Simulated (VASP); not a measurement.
# A VASP study of Bi2Pd3Se2 (optB86b-vdW): structure first, properties next

Aim: relax Bi2Pd3Se2 with optB86b-vdW, compute its properties on that cell and hold them against experiment. The steps: full relaxation (optB86b-vdW), second relaxation, single point with fields (optB86b-vdW), bands along the symmetry lines (optB86b-vdW), density of states (optB86b-vdW) and electric field gradients (optB86b-vdW). The start is a computed cell from the Materials Project.

Main program and level: VASP 6.6.1; optB86b-vdW; plane waves and PAW (Bi_d, Pd, Se).

The experiments to compare with:

“Fermi Surface Topology and Magneto-transport Properties of Superconducting Pd3Bi2Se2” (2024, arxiv:2408.06298) reports for Pd3Bi2Se2, monoclinic parkerite-type, by single-crystal XRD (self-flux grown single crystal, 296 K): lattice constant a (a, conventional C-centred cell) 11.7403 ± 0.0008 Å; lattice constant b (b, conventional C-centred cell) 8.4339 ± 0.0006 Å; lattice constant c (c, conventional C-centred cell) 8.4163 ± 0.0006 Å.

## Step 1: Starting point

Before any relaxation, the start is as follows. Symmetry: C2/m, No. 12, monoclinic system. Conventional cell: a = 11.885 Å, b = 8.534 Å, c = 8.496 Å, α = 90.00°, β = 133.55°, γ = 90.00°. Nearest to Bi lie 3 Pd at 2.78 to 2.83 Å. Bi has 3 Pd at 2.90 to 2.93 Å nearest. Nearest to Pd lie 2 Se at 2.47 Å. Nearest to Pd lie 2 Se at 2.46 Å. Pd has 2 Se at 2.46 Å nearest. Nearest to Se lie 3 Pd at 2.46 to 2.47 Å. Farther neighbours and most contacts between anions are not listed.

## Step 2: Full relaxation (optB86b-vdW)

The start need not lie at this functional's minimum. ISIF = 3 frees volume, shape and positions, and EDIFFG sets the threshold on forces and stress at which the search stops. optB86b-vdW pairs nonlocal correlation with a less repulsive exchange of B86b form. LUSE_VDW switches on a nonlocal correlation term for dispersion.

Contents of INCAR:

```
SYSTEM = Bi2Pd3Se2
PREC = Accurate
ENCUT = 400
EDIFF = 1E-06
NELM = 100
ISMEAR = 0
SIGMA = 0.05
LREAL = .FALSE.
ALGO = Normal
GGA = MK
AGGAC = 0
LUSE_VDW = .TRUE.
PARAM1 = 0.1234
PARAM2 = 1
LASPH = .TRUE.
NBANDS = 89
LORBIT = 11
LWAVE = .FALSE.
LCHARG = .FALSE.
KPAR = 2
NCORE = 4
IBRION = 2
NSW = 60
ISIF = 3
EDIFFG = -0.01
```

Contents of POSCAR:

```
Bi2Pd3Se2
1.0
    5.9424086134     -4.2670270400      0.0000000000
    5.9424086134      4.2670270400      0.0000000000
   -5.8540119792      0.0000000000      6.1579774835
Bi Pd Se
4 6 4
Direct
    0.2494647500      0.2494647500      0.2638798200
    0.7505352500      0.7505352500      0.7361201800
    0.2033231400      0.2033231400      0.6857790600
    0.7966768600      0.7966768600      0.3142209400
    0.5000000000      0.0000000000      0.5000000000
    0.0000000000      0.5000000000      0.5000000000
    0.0311779900      0.0311779900      0.8126035800
    0.9688220100      0.9688220100      0.1873964200
    0.2851847000      0.7148153000      0.5000000000
    0.7148153000      0.2851847000      0.5000000000
    0.3193462300      0.7418387900      0.8178831500
    0.7418387900      0.3193462300      0.8178831500
    0.6806537700      0.2581612100      0.1821168500
    0.2581612100      0.6806537700      0.1821168500
```

Contents of KPOINTS:

```
Automatic mesh
0
Gamma
3 3 3
0 0 0
```

Potentials, in the order of the species: Bi_d, Pd and Se (PBE family, release 64).

Launch:

```console
$ mpirun -np 8 vasp_std
```

The log of the run:

```text
[banner, memory and clock lines left out]
running    8 mpi-ranks, on    1 nodes
 distrk:  each k-point on    4 cores,    2 groups
 distr:  one band on    4 cores,    1 groups

 POSCAR found type information on POSCAR BiPdSe
 POSCAR found :  3 types and      14 ions
|                                                                             |
|               ----> ADVICE to this user running VASP <----                  |
|                                                                             |
|     You have switched on vdW-DFT.                                           |
|     This routine was written and supplied by Jiri Klimes. We recommend      |
|     that you carefully read and cite the following publications:            |
|       J. Klimes, D.R. Bowler, A. Michelides                                 |
|          J. Phys.: Cond Matt. 22 022201 (2010)                              |
|       J. Klimes, D.R. Bowler, A. Michelides                                 |
|          Phys. Rev. B. 83, 195131 (2011)                                    |
|     and references therein.                                                 |
|                                                                             |

|                                                                             |
|               ----> ADVICE to this user running VASP <----                  |
|                                                                             |
|     You enforced a specific xc type in the INCAR file but a different       |
|     [... a line on the potential file left out ...]
|     I HOPE YOU KNOW WHAT YOU ARE DOING!                                     |
|                                                                             |

 LDA part: xc-table for (Slater+PW92), standard interpolation
 POSCAR, INCAR and KPOINTS ok, starting setup
 FFT: planning ... GRIDC
 FFT: planning ... GRID_SOFT
 FFT: planning ... GRID
 WAVECAR not read
 entering main loop
       N       E                     dE             d eps       ncg     rms          rms(c)
DAV:   1     0.141128504765E+04    0.14113E+04   -0.58396E+04  1780   0.147E+03
DAV:   2     0.146059979103E+03   -0.12652E+04   -0.12126E+04  1844   0.412E+02
DAV:   3    -0.205394010983E+02   -0.16660E+03   -0.15561E+03  1980   0.162E+02
DAV:   4    -0.308677082959E+02   -0.10328E+02   -0.10055E+02  2048   0.410E+01
DAV:   5    -0.313151205955E+02   -0.44741E+00   -0.44628E+00  2135   0.876E+00    0.168E+01
DAV:   6    -0.301966961349E+02    0.11184E+01   -0.31822E+00  1974   0.927E+00    0.904E+00
DAV:   7    -0.300203866081E+02    0.17631E+00   -0.14157E+00  1960   0.593E+00    0.465E+00
DAV:   8    -0.299318689750E+02    0.88518E-01   -0.41214E-01  2048   0.300E+00    0.107E+00
DAV:   9    -0.299296315224E+02    0.22375E-02   -0.31325E-02  2016   0.109E+00    0.425E-01
DAV:  10    -0.299288643307E+02    0.76719E-03   -0.85881E-03  1936   0.703E-01    0.243E-01
DAV:  11    -0.299287170550E+02    0.14728E-03   -0.22404E-03  2070   0.285E-01    0.845E-02
DAV:  12    -0.299287428277E+02   -0.25773E-04   -0.30316E-04  2136   0.840E-02    0.367E-02
DAV:  13    -0.299287541521E+02   -0.11324E-04   -0.61330E-05  1959   0.369E-02    0.158E-02
DAV:  14    -0.299287539068E+02    0.24525E-06   -0.11323E-05  1896   0.216E-02    0.717E-03
DAV:  15    -0.299287534933E+02    0.41353E-06   -0.23681E-06  1431   0.105E-02
   1 F= -.29928753E+02 E0= -.29925118E+02  d E =-.299288E+02
 curvature:   0.00 expect dE= 0.000E+00 dE for cont linesearch  0.000E+00
 trial: gam= 0.00000 g(F)=  0.420E-01 g(S)=  0.437E-02 ort = 0.000E+00 (trialstep = 0.100E+01)
 search vector abs. value=  0.464E-01
 bond charge predicted
       N       E                     dE             d eps       ncg     rms          rms(c)
DAV:   1    -0.300068376313E+02   -0.78084E-01   -0.41477E+00  1986   0.816E+00    0.150E+00
DAV:   2    -0.299776621978E+02    0.29175E-01   -0.30988E-01  1932   0.299E+00    0.661E-01
DAV:   3    -0.299692661316E+02    0.83961E-02   -0.28654E-02  1912   0.113E+00    0.280E-01
DAV:   4    -0.299675415020E+02    0.17246E-02   -0.97004E-03  2135   0.553E-01    0.129E-01
DAV:   5    -0.299674903698E+02    0.51132E-04   -0.12501E-03  1952   0.270E-01    0.822E-02
DAV:   6    -0.299674772831E+02    0.13087E-04   -0.22076E-04  2151   0.103E-01    0.361E-02
DAV:   7    -0.299674838189E+02   -0.65358E-05   -0.71195E-05  2110   0.394E-02    0.124E-02
DAV:   8    -0.299674857205E+02   -0.19016E-05   -0.11761E-05  2039   0.212E-02    0.771E-03
DAV:   9    -0.299674857090E+02    0.11540E-07   -0.19345E-06  1213   0.103E-02
   2 F= -.29967486E+02 E0= -.29963922E+02  d E =-.387322E-01
[... from here on, the cycles between the ionic steps are left out ...]
   3 F= -.29999344E+02 E0= -.29995800E+02  d E =-.705908E-01
   4 F= -.29998752E+02 E0= -.29994932E+02  d E =0.592112E-03
   5 F= -.30006970E+02 E0= -.30003299E+02  d E =-.762611E-02
   6 F= -.30011226E+02 E0= -.30007183E+02  d E =-.425511E-02
   7 F= -.30011313E+02 E0= -.30007314E+02  d E =-.434239E-02
   8 F= -.30014888E+02 E0= -.30010798E+02  d E =-.357485E-02
   9 F= -.30015692E+02 E0= -.30011527E+02  d E =-.437933E-02
  10 F= -.30017846E+02 E0= -.30013606E+02  d E =-.215376E-02
  11 F= -.30018650E+02 E0= -.30014334E+02  d E =-.295747E-02
  12 F= -.30018748E+02 E0= -.30014444E+02  d E =-.305538E-02
  13 F= -.30019524E+02 E0= -.30015203E+02  d E =-.776686E-03
  14 F= -.30020256E+02 E0= -.30015931E+02  d E =-.150829E-02
  15 F= -.30020853E+02 E0= -.30016544E+02  d E =-.597180E-03
  16 F= -.30021900E+02 E0= -.30017744E+02  d E =-.164393E-02
  17 F= -.30022021E+02 E0= -.30017990E+02  d E =-.176541E-02
  18 F= -.30022514E+02 E0= -.30018567E+02  d E =-.492660E-03
  19 F= -.30022728E+02 E0= -.30018926E+02  d E =-.706938E-03
  20 F= -.30023026E+02 E0= -.30019376E+02  d E =-.297519E-03
  21 F= -.30023355E+02 E0= -.30020172E+02  d E =-.626813E-03
  22 F= -.30023582E+02 E0= -.30020500E+02  d E =-.226820E-03
  23 F= -.30024058E+02 E0= -.30021281E+02  d E =-.702518E-03
  24 F= -.30024100E+02 E0= -.30021901E+02  d E =-.745325E-03
  25 F= -.30024235E+02 E0= -.30021781E+02  d E =-.879845E-03
  26 F= -.30024417E+02 E0= -.30022024E+02  d E =-.182553E-03
  27 F= -.30024640E+02 E0= -.30022425E+02  d E =-.405230E-03
  28 F= -.30024798E+02 E0= -.30022613E+02  d E =-.157665E-03
  29 F= -.30025039E+02 E0= -.30022932E+02  d E =-.399244E-03
  30 F= -.30025045E+02 E0= -.30022956E+02  d E =-.405054E-03
  31 F= -.30025183E+02 E0= -.30023121E+02  d E =-.137484E-03
  32 F= -.30025239E+02 E0= -.30023212E+02  d E =-.194026E-03
  33 F= -.30025284E+02 E0= -.30023266E+02  d E =-.446831E-04
  34 F= -.30025339E+02 E0= -.30023352E+02  d E =-.100146E-03
 curvature:  -2.23 expect dE=-0.275E-03 dE for cont linesearch -0.322E-06
 trial: gam= 1.54991 g(F)=  0.448E-04 g(S)=  0.787E-04 ort = 0.404E-05 (trialstep = 0.292E+00)
 search vector abs. value=  0.408E-03
 bond charge predicted
       N       E                     dE             d eps       ncg     rms          rms(c)
DAV:   1    -0.300253947655E+02   -0.55852E-04   -0.57058E-03  1972   0.256E-01    0.372E-02
DAV:   2    -0.300253819754E+02    0.12790E-04   -0.22340E-04  2127   0.814E-02    0.201E-02
DAV:   3    -0.300253747038E+02    0.72716E-05   -0.29251E-05  2038   0.329E-02    0.103E-02
DAV:   4    -0.300253712626E+02    0.34412E-05   -0.75841E-06  1965   0.154E-02    0.369E-03
DAV:   5    -0.300253708961E+02    0.36652E-06   -0.14770E-06  1082   0.837E-03
  35 F= -.30025371E+02 E0= -.30023395E+02  d E =-.315907E-04
 trial-energy change:   -0.000032  1 .order   -0.000033   -0.000038   -0.000027
 step:   1.0577(harm=  1.0577)  dis= 0.00131  next Energy=   -30.025408 (dE=-0.687E-04)
 reached required accuracy - stopping structural energy minimisation
```

The job ended after 26 min (8 MPI ranks of Intel Xeon 6975P-C (Granite Rapids), shared host; peak memory 3.4 GiB; 3.5 h of CPU time).

Lines that name or quote the potential files are left out of all logs, and their timing lines are given in words.

From OUTCAR (step 2):

```text
ion  position               nearest neighbor table
   1  0.249  0.249  0.264-   7 2.78   9 2.83  10 2.83   6 2.93   5 2.93   8 2.93
   2  0.751  0.751  0.736-   8 2.78   9 2.83  10 2.83   6 2.93   5 2.93   7 2.93
   3  0.203  0.203  0.686-   7 2.90   6 2.93   5 2.93   9 3.00  10 3.00   8 3.07   4 3.51
   4  0.797  0.797  0.314-   8 2.90   6 2.93   5 2.93   9 3.00  10 3.00   7 3.07   3 3.51
   5  0.500  0.000  0.500-  12 2.47  14 2.47   3 2.93   4 2.93   1 2.93   2 2.93   9 2.99  10 2.99
                             7 3.25   8 3.25
   6  0.000  0.500  0.500-  11 2.47  13 2.47   3 2.93   4 2.93   1 2.93   2 2.93   9 2.99  10 2.99
                             7 3.25   8 3.25
   7  0.031  0.031  0.813-  11 2.46  12 2.46   1 2.78   3 2.90   2 2.93   4 3.07   6 3.25   5 3.25
                             9 3.43  10 3.43
   8  0.969  0.969  0.187-  13 2.46  14 2.46   2 2.78   4 2.90   1 2.93   3 3.07   5 3.25   6 3.25
                             9 3.43  10 3.43
   9  0.285  0.715  0.500-  11 2.46  14 2.46   1 2.83   2 2.83   5 2.99   6 2.99   3 3.00   4 3.00
                             7 3.43   8 3.43
  10  0.715  0.285  0.500-  12 2.46  13 2.46   1 2.83   2 2.83   5 2.99   6 2.99   3 3.00   4 3.00
                             7 3.43   8 3.43
  11  0.319  0.742  0.818-   9 2.46   7 2.46   6 2.47
  12  0.742  0.319  0.818-  10 2.46   7 2.46   5 2.47
  13  0.681  0.258  0.182-  10 2.46   8 2.46   6 2.47
  14  0.258  0.681  0.182-   9 2.46   8 2.46   5 2.47

  LATTYP: Found a base centered monoclinic cell.
 ALAT       =    11.8848172268
 B/A-ratio  =     0.7180635526
 C/A-ratio  =     0.7149018874
 COS(beta)  =    -0.6889927562

 Subroutine GETGRP returns: Found  4 space group operations
 (whereof  4 operations were pure point group operations)

The static configuration has the point symmetry C_2h.

 Found     10 irreducible k-points:

   k-points           NKPTS =     10   k-points in BZ     NKDIM =     10   number of bands    NBANDS=     89

   dimension x,y,z NGX =    48 NGY =   48 NGZ =   56
   dimension x,y,z NGXF=    96 NGYF=   96 NGZF=  112

   ENCUT  =  400.0 eV  29.40 Ry    5.42 a.u.  11.93 11.93 13.86*2*pi/ulx,y,z

   NELECT =     144.0000    total number of electrons

 k-points in reciprocal lattice and weights: Automatic mesh
   0.00000000  0.00000000  0.00000000       0.037
   0.33333333  0.00000000  0.00000000       0.148
   0.33333333  0.33333333  0.00000000       0.074
  -0.33333333  0.33333333  0.00000000       0.074
   0.00000000  0.00000000  0.33333333       0.074
   0.33333333  0.00000000  0.33333333       0.148
  -0.33333333 -0.00000000  0.33333333       0.148
   0.33333333  0.33333333  0.33333333       0.074
  -0.33333333  0.33333333  0.33333333       0.148
  -0.33333333 -0.33333333  0.33333333       0.074

 average (electrostatic) potential at core
       1-103.6732       2-103.6732       3-103.7084       4-103.7084       5 -73.3724
       6 -73.3724       7 -73.2954       8 -73.2954       9 -73.3453      10 -73.3453
      11 -51.3033      12 -51.3033      13 -51.3033      14 -51.3033

 E-fermi :   7.5558

 k-point     1 :       0.0000    0.0000    0.0000
  band No.  band energies     occupation
    ...
     66       5.5998      2.00000
     67       6.4030      2.00000
     68       6.5547      2.00000
     69       6.5962      2.00000
     70       7.2218      2.00000
     71       8.3048      0.00000
     72       8.5008      0.00000
     73       8.5654      0.00000
     74       8.6909      0.00000
     75       8.7737      0.00000
    ...

 k-point     2 :       0.3333    0.0000    0.0000
  band No.  band energies     occupation
    ...
     68       6.3856      2.00000
     69       6.4944      2.00000
     70       6.8340      2.00000
     71       6.9688      2.00000
     72       7.3768      2.00000
     73       7.7065      0.00002
     74       8.0706      0.00000
     75       8.5325      0.00000
     76       8.7169      0.00000
     77       8.8454      0.00000
    ...

 k-point     3 :       0.3333    0.3333    0.0000
  band No.  band energies     occupation
    ...
     70       6.4660      2.00000
     71       6.8695      2.00000
     72       6.9522      2.00000
     73       7.3838      2.00000
     74       7.5127      1.77647
     75       8.5161      0.00000
     76       8.5505      0.00000
     77       8.6131      0.00000
     78       8.6493      0.00000
     79       8.6710      0.00000
    ...

Total vdW correction in eV:     25.6584815

  Total        0.0789685      0.0061530      0.0428566      0.0000000      0.0000000      0.0426400
  in kB        0.4160835      0.0324198      0.2258109      0.0000000      0.0000000      0.2246691
  external PRESSURE =       0.2247714 kB  Pullay stress =       0.0000000 kB

  energy-cutoff  :      400.00
  volume of cell :      304.08
      direct lattice vectors                 reciprocal lattice vectors
     5.921878506 -4.236836874 -0.024350583     0.084768330 -0.118012568  0.081630585
     5.921878506  4.236836874 -0.024350583     0.084768330  0.118012568  0.081630585
    -5.858616948  0.000000000  6.083812521     0.000678574  0.000000000  0.165024070

 POSITION                                       TOTAL-FORCE (eV/Angst)
 -----------------------------------------------------------------------------------
      1.45401      0.00000      1.59132        -0.007474      0.000000     -0.002465
      4.53113      0.00000      4.44379         0.007474      0.000000      0.002465
     -1.52388      0.00000      4.25117         0.002463      0.000000      0.003600
      7.50902      0.00000      1.78395        -0.002463      0.000000     -0.003600
      0.03163     -2.11842      3.02973        -0.000000      0.000000     -0.000000
      0.03163      2.11842      3.02973        -0.000000     -0.000000     -0.000000
     -4.40164      0.00000      4.89227         0.002834      0.000000     -0.001514
     10.38678      0.00000      1.14284        -0.002834      0.000000      0.001514
      2.99257      1.91823      3.01756        -0.000000     -0.006464     -0.000000
      2.99257     -1.91823      3.01756        -0.000000      0.006464     -0.000000
      1.50379      1.76351      5.00948         0.008019     -0.002330      0.005063
      1.50379     -1.76351      5.00948         0.008019      0.002330      0.005063
      4.48135     -1.76351      1.02563        -0.008019      0.002330     -0.005063
      4.48135      1.76351      1.02563        -0.008019     -0.002330     -0.005063
 -----------------------------------------------------------------------------------
    total drift:                               -0.000000     -0.000000      0.000000

  FREE ENERGIE OF THE ION-ELECTRON SYSTEM (eV)
  ---------------------------------------------------
  free  energy   TOTEN  =       -30.0253708961 eV

  energy  without entropy=      -30.0214182789  energy(sigma->0) =      -30.02339459

Total vdW correction in eV:     25.6585333

 reached required accuracy - stopping structural energy minimisation

 total charge
# of ion       s       p       d       tot
------------------------------------------
    1        1.534   1.253   9.947  12.734
    2        1.534   1.253   9.947  12.734
    3        1.553   1.208   9.940  12.701
    4        1.553   1.208   9.940  12.701
    5        0.443   0.470   8.599   9.513
    6        0.443   0.470   8.599   9.513
    7        0.452   0.443   8.599   9.494
    8        0.452   0.443   8.599   9.494
    9        0.448   0.466   8.605   9.519
   10        0.448   0.466   8.605   9.519
   11        1.480   2.251   0.057   3.789
   12        1.480   2.251   0.057   3.789
   13        1.480   2.251   0.057   3.789
   14        1.480   2.251   0.057   3.789
--------------------------------------------------
tot         14.778  16.688  91.611 123.076

[... 3 further parts left out ...]
```

CONTCAR:

```
Bi2Pd3Se2
   1.00000000000000
     5.9218785064520310   -4.2368368742516846   -0.0243505829207620
     5.9218785064520310    4.2368368742516846   -0.0243505829207620
    -5.8586169480422887    0.0000000000000000    6.0838125213141119
  Bi              Pd              Se
     4     6     4
Direct
     0.2531546568078486    0.2531546568078486    0.2635928894542912
     0.7468453431921511    0.7468453431921511    0.7364071105457084
     0.2178481478945383    0.2178481478945383    0.7005106131281746
     0.7821518521054618    0.7821518521054618    0.2994893868718256
     0.5000000000000000    0.0000000000000000    0.5000000000000000
     0.0000000000000000    0.5000000000000000    0.5000000000000000
     0.0262395868798373    0.0262395868798373    0.8043555068545152
     0.9737604131201630    0.9737604131201630    0.1956444931454850
     0.2736250489929389    0.7263749510070611    0.5000000000000000
     0.7263749510070611    0.2736250489929389    0.5000000000000000
     0.3282845006311554    0.7445173502316219    0.8277055258210823
     0.7445173502316219    0.3282845006311554    0.8277055258210823
     0.6717154993688448    0.2554826497683780    0.1722944741789178
     0.2554826497683780    0.6717154993688448    0.1722944741789178
```

The k-mesh is coarse for a metal. The PAW data sets were made with PBE, which is usual practice but a small mismatch for other functionals. The run keeps the 4 symmetry operations of its start, so it cannot find a distortion of lower symmetry.

(Part 1 of 6 ends here.)

[Lines on the potential files, build, host, timing and source positions are cut from VASP's logs without a mark.]

[Logs are printed without paths, hosts, clocks, repeated set-up lines and the standing remarks that a program may print on its own settings, such as how far it seeks lower states.]

[Hosts, paths, dates, database ids (printed as entryN), source tags and the programs' standing remarks are cut or masked in the printed files.]

[A measured line is paired with the nearest computed mode of its activity, which favours agreement.]

[In band tables of VASP the shares of atoms and orbitals are scaled to a sum of 1 inside the atoms' spheres.]
